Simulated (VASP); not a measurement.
Given:

```
CELL_PARAMETERS angstrom
      5.37718     0.00000     0.00000
      0.00000     9.98880     0.00000
      0.00000     0.00000    20.36440
ATOMIC_POSITIONS crystal
  Hf 0.91667 0.00000 0.34374
  Hf 0.91667 0.50000 0.34374
  Hf 0.25000 0.75000 0.34374
  Hf 0.58333 0.25000 0.34374
  Hf 0.41667 0.00000 0.42187
  Hf 0.41667 0.50000 0.42187
  Hf 0.75000 0.75000 0.42187
  Hf 0.08333 0.25000 0.42187
  Hf 0.91667 0.00000 0.50000
  Hf 0.91667 0.50000 0.50000
  Hf 0.25000 0.75000 0.50000
  Hf 0.58333 0.25000 0.50000
  Hf 0.41667 0.00000 0.57813
  Hf 0.41667 0.50000 0.57813
  Hf 0.75000 0.75000 0.57813
  Hf 0.08333 0.25000 0.57813
  Hf 0.91667 0.00000 0.65626
  Hf 0.91667 0.50000 0.65626
  Hf 0.25000 0.75000 0.65626
  Hf 0.58333 0.25000 0.65626
```

These are LDA (Ceperley-Alder, Perdew-Zunger), VASP's LDA PAW potentials (set 64) (plane waves; VASP 6.6.1) values and carry that method's errors. Settings: LREAL = Auto, 300 eV cut-off, 5×3×1 Γ-centred mesh, Gaussian smearing of 0.10 eV, potentials Hf_pv.

At this cut-off the stress carries a Pulay error, which pulls relaxed volumes low. The cell holds a wide vacuum, so values per volume refer to the whole cell.

### Question
Give the force on each atom (eV/Å).

### Answer

| atom | Fx | Fy | Fz |
|---|---|---|---|
| Hf1 | 0.000 | 0.000 | 1.156 |
| Hf2 | 0.000 | 0.000 | 1.156 |
| Hf3 | 0.780 | 0.000 | 1.070 |
| Hf4 | -0.780 | 0.000 | 1.070 |
| Hf5 | 0.000 | 0.000 | -0.352 |
| Hf6 | 0.000 | 0.000 | -0.352 |
| Hf7 | -0.286 | 0.000 | -0.224 |
| Hf8 | 0.286 | 0.000 | -0.224 |
| Hf9 | 0.000 | 0.000 | 0.000 |
| Hf10 | 0.000 | 0.000 | 0.000 |
| Hf11 | 0.312 | 0.000 | 0.000 |
| Hf12 | -0.312 | 0.000 | 0.000 |
| Hf13 | 0.000 | 0.000 | 0.352 |
| Hf14 | 0.000 | 0.000 | 0.352 |
| Hf15 | -0.286 | 0.000 | 0.224 |
| Hf16 | 0.286 | 0.000 | 0.224 |
| Hf17 | 0.000 | 0.000 | -1.156 |
| Hf18 | 0.000 | 0.000 | -1.156 |
| Hf19 | 0.780 | 0.000 | -1.070 |
| Hf20 | -0.780 | 0.000 | -1.070 |

### Question
Give the stress tensor in GPa (positive for a compressed cell).

### Answer

```
-4.04   0.00   0.00
 0.00  -3.22   0.00
 0.00   0.00  -3.77
```
The pressure is its mean diagonal, -3.68 GPa.

The cell is a sheet with vacuum, built from a generated structure.
